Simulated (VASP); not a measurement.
These are PBE GGA, VASP's PBE PAW potentials (set 64) (plane waves; VASP) values and carry that method's errors.

VASP input:

INCAR:
```
# general
SYSTEM =VC31Si31
PREC   =Normal
ENCUT  =400
LREAL  =Auto
LASPH  =.True.
ISYM   =0
NELECT =260.0

# electronic loop
EDIFF  =1E-5
NELM   =100
NELMIN =4
ALGO   =Fast
LMAXMIX=4

# smearing
ISMEAR =0
SIGMA  =0.05

# functional
GGA    =PE

# ions
IBRION =2
NSW    =70
ISIF   =2
EDIFFG =-0.03

# output
LWAVE  =.True.
LCHARG =.False.
```

POSCAR:
```
VC31Si31
1
    8.7583314357     0.0000000000     0.0000000000
    0.0000000000     8.7583314357    -0.0000000000
   -0.0000000000    -0.0000000000     8.7583314357
Si C V
31 31 1
Direct
  0.5000000000   0.0000000000   0.0000000000
  0.7500000000   0.2500000000   0.0000000000
  0.7500000000   0.0000000000   0.2500000000
  0.0000000000   0.0000000000   0.0000000000
  0.2500000000   0.2500000000   0.0000000000
  0.5000000000   0.5000000000   0.0000000000
  0.7500000000   0.7500000000   0.0000000000
  0.2500000000   0.0000000000   0.2500000000
  0.4998060000   0.2552260000   0.2546060000
  0.7500660000   0.5036780000   0.2537580000
  0.5000000000   0.0000000000   0.5000000000
  0.7469590000   0.2513300000   0.5051790000
  0.7500000000   0.0000000000   0.7500000000
  0.0000000000   0.5000000000   0.0000000000
  0.2500000000   0.7500000000   0.0000000000
  0.0000000000   0.2500000000   0.2500000000
  0.2500000000   0.5000000000   0.2500000000
  0.5000000000   0.7500000000   0.2500000000
  0.0000000000   0.0000000000   0.5000000000
  0.2500000000   0.2500000000   0.5000000000
  0.7500000000   0.7500000000   0.5000000000
  0.2500000000   0.0000000000   0.7500000000
  0.5000000000   0.2500000000   0.7500000000
  0.7500000000   0.5000000000   0.7500000000
  0.0000000000   0.7500000000   0.2500000000
  0.0000000000   0.5000000000   0.5000000000
  0.2500000000   0.7500000000   0.5000000000
  0.0000000000   0.2500000000   0.7500000000
  0.2500000000   0.5000000000   0.7500000000
  0.5000000000   0.7500000000   0.7500000000
  0.0000000000   0.7500000000   0.7500000000
  0.6225050000   0.1218010000   0.1271360000
  0.8739900000   0.3692940000   0.1294040000
  0.8804870000   0.1289570000   0.3700120000
  0.1250000000   0.1250000000   0.1250000000
  0.3732400000   0.3792410000   0.1241810000
  0.6261050000   0.6207540000   0.1201550000
  0.8750000000   0.8750000000   0.1250000000
  0.3720250000   0.1250690000   0.3738160000
  0.8719250000   0.6201730000   0.3746070000
  0.6297930000   0.1207460000   0.6297750000
  0.8721920000   0.3744300000   0.6304190000
  0.8750000000   0.1250000000   0.8750000000
  0.1250000000   0.6250000000   0.1250000000
  0.3750000000   0.8750000000   0.1250000000
  0.1250000000   0.3750000000   0.3750000000
  0.3698010000   0.6240680000   0.3793380000
  0.6250000000   0.8750000000   0.3750000000
  0.1250000000   0.1250000000   0.6250000000
  0.3761870000   0.3702470000   0.6302130000
  0.6265990000   0.6240480000   0.6264590000
  0.8750000000   0.8750000000   0.6250000000
  0.3750000000   0.1250000000   0.8750000000
  0.6250000000   0.3750000000   0.8750000000
  0.8750000000   0.6250000000   0.8750000000
  0.1250000000   0.8750000000   0.3750000000
  0.1250000000   0.6250000000   0.6250000000
  0.3750000000   0.8750000000   0.6250000000
  0.1250000000   0.3750000000   0.8750000000
  0.3750000000   0.6250000000   0.8750000000
  0.6250000000   0.8750000000   0.8750000000
  0.1250000000   0.8750000000   0.8750000000
  0.5045310000   0.5006690000   0.4975000000
```

**KPOINTS**
```
Automatic mesh
0
Gamma
1 1 1
0 0 0
```

POTCAR, in this order: Si C V_sv (PBE.64 set). Program: vasp_gam.

Output of the run:

File OSZICAR:
```
...
RMM:   3    -0.477484369198E+03   -0.38361E-04   -0.44602E-04   329   0.460E-02    0.489E-02
RMM:   4    -0.477484364252E+03    0.49458E-05   -0.10034E-04   257   0.239E-02    0.246E-02
RMM:   5    -0.477484364969E+03   -0.71743E-06   -0.25895E-05   207   0.117E-02
   7 F= -.47748436E+03 E0= -.47748436E+03  d E =-.885104E-01
       N       E                     dE             d eps       ncg     rms          rms(c)
DAV:   1    -0.477481206966E+03    0.31573E-02   -0.65839E+00   360   0.934E+00    0.789E-01
RMM:   2    -0.477515975286E+03   -0.34768E-01   -0.40665E-01   325   0.144E+00    0.498E-01
RMM:   3    -0.477520187119E+03   -0.42118E-02   -0.48410E-02   328   0.489E-01    0.598E-01
RMM:   4    -0.477517564096E+03    0.26230E-02   -0.91274E-03   334   0.241E-01    0.202E-01
RMM:   5    -0.477517697635E+03   -0.13354E-03   -0.26296E-03   329   0.116E-01    0.836E-02
RMM:   6    -0.477517792449E+03   -0.94814E-04   -0.71003E-04   384   0.609E-02    0.304E-02
RMM:   7    -0.477517794953E+03   -0.25038E-05   -0.10811E-04   317   0.248E-02    0.156E-02
RMM:   8    -0.477517799198E+03   -0.42448E-05   -0.30665E-05   220   0.125E-02
   8 F= -.47751780E+03 E0= -.47751780E+03  d E =-.334342E-01
       N       E                     dE             d eps       ncg     rms          rms(c)
DAV:   1    -0.477517711514E+03    0.83439E-04   -0.68520E-02   392   0.954E-01    0.786E-02
RMM:   2    -0.477518055884E+03   -0.34437E-03   -0.40769E-03   325   0.143E-01    0.411E-02
RMM:   3    -0.477518094419E+03   -0.38535E-04   -0.46653E-04   326   0.463E-02    0.477E-02
RMM:   4    -0.477518084091E+03    0.10328E-04   -0.75146E-05   258   0.227E-02    0.233E-02
RMM:   5    -0.477518084642E+03   -0.55048E-06   -0.26329E-05   211   0.119E-02
   9 F= -.47751808E+03 E0= -.47751808E+03  d E =-.337197E-01
       N       E                     dE             d eps       ncg     rms          rms(c)
DAV:   1    -0.477514886750E+03    0.31973E-02   -0.28098E+00   358   0.605E+00    0.544E-01
RMM:   2    -0.477534999139E+03   -0.20112E-01   -0.18323E-01   325   0.988E-01    0.925E-01
RMM:   3    -0.477529399967E+03    0.55992E-02   -0.24189E-02   332   0.372E-01    0.242E-01
RMM:   4    -0.477529252703E+03    0.14726E-03   -0.36806E-03   334   0.139E-01    0.156E-01
RMM:   5    -0.477529332178E+03   -0.79475E-04   -0.14581E-03   333   0.878E-02    0.455E-02
RMM:   6    -0.477529361242E+03   -0.29064E-04   -0.27373E-04   375   0.380E-02    0.222E-02
RMM:   7    -0.477529363469E+03   -0.22275E-05   -0.55135E-05   258   0.166E-02
  10 F= -.47752936E+03 E0= -.47752936E+03  d E =-.112788E-01
       N       E                     dE             d eps       ncg     rms          rms(c)
DAV:   1    -0.477529366192E+03   -0.49506E-05   -0.17271E-03   392   0.149E-01    0.136E-02
RMM:   2    -0.477529378214E+03   -0.12022E-04   -0.11178E-04   253   0.250E-02    0.221E-02
RMM:   3    -0.477529375368E+03    0.28455E-05   -0.14466E-05   198   0.973E-03    0.629E-03
RMM:   4    -0.477529375497E+03   -0.12902E-06   -0.34964E-06   183   0.443E-03
  11 F= -.47752938E+03 E0= -.47752938E+03  d E =-.112909E-01
       N       E                     dE             d eps       ncg     rms          rms(c)
DAV:   1    -0.477525691633E+03    0.36837E-02   -0.10728E+00   382   0.389E+00    0.329E-01
RMM:   2    -0.477533177381E+03   -0.74857E-02   -0.79684E-02   325   0.616E-01    0.333E-01
RMM:   3    -0.477533196625E+03   -0.19244E-04   -0.89886E-03   326   0.205E-01    0.188E-01
RMM:   4    -0.477533074918E+03    0.12171E-03   -0.15423E-03   341   0.898E-02    0.905E-02
RMM:   5    -0.477533128081E+03   -0.53163E-04   -0.41023E-04   331   0.474E-02    0.311E-02
RMM:   6    -0.477533142882E+03   -0.14801E-04   -0.10520E-04   309   0.229E-02    0.115E-02
RMM:   7    -0.477533142666E+03    0.21614E-06   -0.15678E-05   200   0.937E-03
  12 F= -.47753314E+03 E0= -.47753314E+03  d E =-.376717E-02
       N       E                     dE             d eps       ncg     rms          rms(c)
DAV:   1    -0.477533127502E+03    0.15380E-04   -0.64235E-03   408   0.299E-01    0.253E-02
RMM:   2    -0.477533171566E+03   -0.44064E-04   -0.47432E-04   312   0.483E-02    0.239E-02
RMM:   3    -0.477533172611E+03   -0.10445E-05   -0.51431E-05   209   0.161E-02    0.157E-02
RMM:   4    -0.477533171924E+03    0.68709E-06   -0.13012E-05   197   0.839E-03
  13 F= -.47753317E+03 E0= -.47753317E+03  d E =-.379643E-02
       N       E                     dE             d eps       ncg     rms          rms(c)
DAV:   1    -0.477529789676E+03    0.33829E-02   -0.71967E-01   384   0.323E+00    0.270E-01
RMM:   2    -0.477534805480E+03   -0.50158E-02   -0.55145E-02   324   0.497E-01    0.172E-01
RMM:   3    -0.477535446151E+03   -0.64067E-03   -0.63231E-03   329   0.156E-01    0.200E-01
RMM:   4    -0.477535209040E+03    0.23711E-03   -0.86743E-04   336   0.713E-02    0.687E-02
RMM:   5    -0.477535253445E+03   -0.44405E-04   -0.22430E-04   332   0.333E-02    0.294E-02
RMM:   6    -0.477535264756E+03   -0.11312E-04   -0.62584E-05   254   0.173E-02    0.740E-03
RMM:   7    -0.477535264739E+03    0.17299E-07   -0.80591E-06   198   0.670E-03
  14 F= -.47753526E+03 E0= -.47753526E+03  d E =-.209282E-02
       N       E                     dE             d eps       ncg     rms          rms(c)
DAV:   1    -0.477534806641E+03    0.45811E-03   -0.81041E-02   408   0.108E+00    0.896E-02
RMM:   2    -0.477535363946E+03   -0.55730E-03   -0.61574E-03   325   0.167E-01    0.539E-02
RMM:   3    -0.477535436751E+03   -0.72806E-04   -0.68581E-04   323   0.518E-02    0.659E-02
RMM:   4    -0.477535413103E+03    0.23649E-04   -0.11987E-04   262   0.254E-02    0.233E-02
RMM:   5    -0.477535417744E+03   -0.46416E-05   -0.24885E-05   218   0.111E-02
  15 F= -.47753542E+03 E0= -.47753542E+03  d E =-.224582E-02
       N       E                     dE             d eps       ncg     rms          rms(c)
DAV:   1    -0.477532365632E+03    0.30475E-02   -0.55055E-01   388   0.280E+00    0.238E-01
RMM:   2    -0.477536550974E+03   -0.41853E-02   -0.43898E-02   325   0.437E-01    0.208E-01
RMM:   3    -0.477536746789E+03   -0.19581E-03   -0.48114E-03   327   0.139E-01    0.150E-01
RMM:   4    -0.477536671183E+03    0.75606E-04   -0.72316E-04   339   0.607E-02    0.618E-02
RMM:   5    -0.477536709148E+03   -0.37965E-04   -0.16237E-04   325   0.297E-02    0.234E-02
RMM:   6    -0.477536716147E+03   -0.69987E-05   -0.40205E-05   232   0.133E-02
  16 F= -.47753672E+03 E0= -.47753672E+03  d E =-.129840E-02
       N       E                     dE             d eps       ncg     rms          rms(c)
DAV:   1    -0.477536301952E+03    0.40720E-03   -0.64322E-02   408   0.955E-01    0.808E-02
RMM:   2    -0.477536790326E+03   -0.48837E-03   -0.51263E-03   325   0.149E-01    0.660E-02
RMM:   3    -0.477536822524E+03   -0.32198E-04   -0.55831E-04   311   0.473E-02    0.536E-02
RMM:   4    -0.477536812329E+03    0.10195E-04   -0.86490E-05   243   0.211E-02    0.215E-02
RMM:   5    -0.477536816966E+03   -0.46375E-05   -0.17645E-05   208   0.102E-02
  17 F= -.47753682E+03 E0= -.47753682E+03  d E =-.139922E-02
       N       E                     dE             d eps       ncg     rms          rms(c)
DAV:   1    -0.477535210703E+03    0.16016E-02   -0.33626E-01   380   0.213E+00    0.177E-01
RMM:   2    -0.477537555546E+03   -0.23448E-02   -0.24755E-02   325   0.335E-01    0.163E-01
RMM:   3    -0.477537650635E+03   -0.95089E-04   -0.27469E-03   326   0.109E-01    0.108E-01
RMM:   4    -0.477537609130E+03    0.41506E-04   -0.43028E-04   341   0.479E-02    0.506E-02
RMM:   5    -0.477537627740E+03   -0.18611E-04   -0.11230E-04   315   0.249E-02    0.185E-02
RMM:   6    -0.477537632284E+03   -0.45437E-05   -0.29022E-05   219   0.117E-02
  18 F= -.47753763E+03 E0= -.47753763E+03  d E =-.815318E-03
```

### OUTCAR
```
------------------------ aborting loop because EDIFF is reached ----------------------------------------
  FORCE on cell =-STRESS in cart. coord.  units (eV):
  Direction    XX          YY          ZZ          XY          YZ          ZX
  --------------------------------------------------------------------------------------
  Total      -14.3211812    -14.3383117    -14.3385592     -2.6105185      2.5108858     -2.3340198
  in kB      -34.1527198    -34.1935719    -34.1941622     -6.2254855      5.9878845     -5.5660998
  external PRESSURE =     -34.1801513 kB  Pullay stress =       0.0000000 kB
  volume of cell :      671.84
      direct lattice vectors                 reciprocal lattice vectors
     8.758331436  0.000000000  0.000000000     0.114176999  0.000000000  0.000000000
     0.000000000  8.758331436  0.000000000     0.000000000  0.114176999  0.000000000
     0.000000000  0.000000000  8.758331436     0.000000000  0.000000000  0.114176999
  FREE ENERGIE OF THE ION-ELECTRON SYSTEM (eV)
  ---------------------------------------------------
  free  energy   TOTEN  =      -477.5376322841 eV

  energy  without entropy=     -477.5376322833  energy(sigma->0) =     -477.53763228

 reached required accuracy - stopping structural energy minimisation
```
(Selected blocks of OUTCAR.)

### CONTCAR
```
VC31Si31
   1.00000000000000
     8.7583314357000006    0.0000000000000000    0.0000000000000000
     0.0000000000000000    8.7583314357000006    0.0000000000000000
     0.0000000000000000    0.0000000000000000    8.7583314357000006
  Si              C               V
    31    31     1
Direct
     0.4986445179247674    0.9996244237447940    0.0000951792929094
     0.7506734682989100    0.2491645826523854    0.9997003156856604
     0.7507069278431056    0.9991744432794955    0.2496206542398845
     0.9997823195279072    0.9998521615331896    0.0005079769631191
     0.2491140672462654    0.2478223527101506    0.9996862321874327
     0.4992154337119269    0.5005706282446650    0.9998005387834954
     0.7519521905754585    0.7504396230343188    0.9999534058632683
     0.2491177287035953    0.9992223252945286    0.2482759522503714
     0.4919190083818055    0.2403130901169582    0.2406699688734339
     0.7585854332376127    0.5071231721671305    0.2416708882861684
     0.4992254712446365    0.9993129815708173    0.5010757722845689
     0.7602101213311242    0.2397389391175278    0.5088789722926256
     0.7521119705160499    0.9991310729586144    0.7513045424449262
     0.9999600062444978    0.5010277613343667    0.0003365758653197
     0.2499316038771479    0.7497934584090118    0.0008707194995327
     0.0006038433512382    0.2491449863348107    0.2496511027171228
     0.2481646498288901    0.4995785958348397    0.2492118355727118
     0.5002948396894580    0.7517175426875179    0.2492375632909321
     0.0003940801843114    0.9994491986416927    0.5017913576830424
     0.2482629347609366    0.2488567956891734    0.5000160734046155
     0.7510531221946841    0.7516548336565658    0.5000949380745124
     0.2501448197423811    0.0004424633821274    0.7502582140023552
     0.5003003134919387    0.2489266358302821    0.7520416720911912
     0.7510908779658333    0.4995668530371917    0.7521306202270576
     0.0003802345410192    0.7503848680832904    0.2484042897189628
     0.0005342023127199    0.5006223581030742    0.5011532435629138
     0.2512677485180165    0.7485785384619690    0.5045176794866588
     0.0007660088100738    0.2478108676197827    0.7512672248298152
     0.2512117859142184    0.5040110233065780    0.7492377369965284
     0.4958709205193818    0.7485807202903537    0.7491286326130575
     0.9994424820913274    0.7497433568355633    0.7503796512688498
     0.6263228091058313    0.1248227283799417    0.1252984033169527
     0.8746963121437943    0.3735143120433335    0.1256338588234270
     0.8752158496546527    0.1245718907806195    0.3740231661381578
     0.1245892111085566    0.1245813453373098    0.1250402319554558
     0.3752485251788799    0.3760356489648620    0.1256613129076066
     0.6236447799886022    0.6242854208187032    0.1259156782666936
     0.8751437512398766    0.8749878681569353    0.1251604825185996
     0.3753937987444444    0.1252672001992072    0.3765583102376305
     0.8743328573057231    0.6242596478383083    0.3766821533982921
     0.6238117581943755    0.1252160118292714    0.6250447911929493
     0.8747638250361414    0.3759847007538809    0.6251624448266093
     0.8752940269193326    0.1245977608801387    0.8757227395905975
     0.1243116920943062    0.6249530011934831    0.1250019289762141
     0.3747403555197836    0.8753999468287184    0.1249044608043409
     0.1245435608487317    0.3747994088971762    0.3752466446968892
     0.3709446503951546    0.6289018397243227    0.3713098401807797
     0.6250893744114207    0.8754036755467214    0.3753193780531122
     0.1245656613680414    0.1245174214579197    0.6255210106251382
     0.3709743847875155    0.3710326289202830    0.6292567969491726
     0.6289793394482568    0.6287920136589792    0.6292875239828213
     0.8753945496334478    0.8752935106449041    0.6256006726199569
     0.3749039382488396    0.1245938929526543    0.8758421782606411
     0.6250799637146459    0.3748382051377407    0.8757241423583917
     0.8753038155195315    0.6249200024889617    0.8759804106578262
     0.1249112641505743    0.8747671165579691    0.3763323248025701
     0.1236527188129306    0.6251585798300480    0.6257006103502517
     0.3747334652452110    0.8761860857302320    0.6256097794006327
     0.1248028499323155    0.3759130156840991    0.8755475338736782
     0.3746698744641683    0.6251463568529677    0.8767366887095364
     0.6240352056136086    0.8748844107439232    0.8755528866175887
     0.1248068793112715    0.8750409513971780    0.8754990877040351
     0.4953768192787907    0.5046837458064394    0.5047109968504017
```

**OUTCAR**
```
 val. band max:        8.6597158572   @ k =   0.0000   0.0000   0.0000

 cond. band min:       9.0853165692   @ k =   0.0000   0.0000   0.0000


 Fermi energy:         8.8720732190

 k-point     1 :       0.0000    0.0000    0.0000
  band No.  band energies     occupation
      1     -56.0168      2.00000
      2     -29.9846      2.00000
      3     -29.9837      2.00000
      4     -29.7573      2.00000
      5      -7.3574      2.00000
      6      -5.9199      2.00000
      7      -5.9144      2.00000
      8      -5.8156      2.00000
      9      -5.8141      2.00000
     10      -5.7703      2.00000
     11      -5.4871      2.00000
     12      -4.5642      2.00000
     13      -4.5588      2.00000
     14      -4.5044      2.00000
     15      -4.4965      2.00000
     16      -4.4948      2.00000
     17      -4.4904      2.00000
     18      -4.3983      2.00000
     19      -4.3971      2.00000
     20      -4.3436      2.00000
     21      -4.3419      2.00000
     22      -4.1750      2.00000
     23      -3.9502      2.00000
     24      -3.9483      2.00000
     25      -3.9424      2.00000
     26      -3.7826      2.00000
     27      -2.9874      2.00000
     28      -2.5273      2.00000
     29      -2.5259      2.00000
     30      -2.3490      2.00000
     31      -2.2705      2.00000
     32      -2.2691      2.00000
     33      -2.2656      2.00000
     34      -2.1942      2.00000
     35      -2.1927      2.00000
     36      -0.6987      2.00000
     37      -0.4812      2.00000
     38      -0.4479      2.00000
     39      -0.4474      2.00000
     40       0.1429      2.00000
     41       0.1433      2.00000
     42       0.3028      2.00000
     43       0.8317      2.00000
     44       0.8468      2.00000
     45       0.8482      2.00000
     46       0.8893      2.00000
     47       0.9068      2.00000
     48       0.9074      2.00000
     49       1.6317      2.00000
     50       1.8232      2.00000
     51       1.8277      2.00000
...
```

At this cut-off the stress carries a Pulay error, which pulls relaxed volumes low. The cell is charged, with a uniform compensating background. The supercell is sampled at Γ alone, which is coarse: total energies, pressure and levels can be off, energies of defects by several tenths of an eV.

The cell is a supercell with a defect, built from SiC (zinc blende): V_Si-vac_C, charge +1. The run is not spin-polarised, so no magnetic state was tried. The run is not spin-polarised, so no state with unpaired spins was tried.
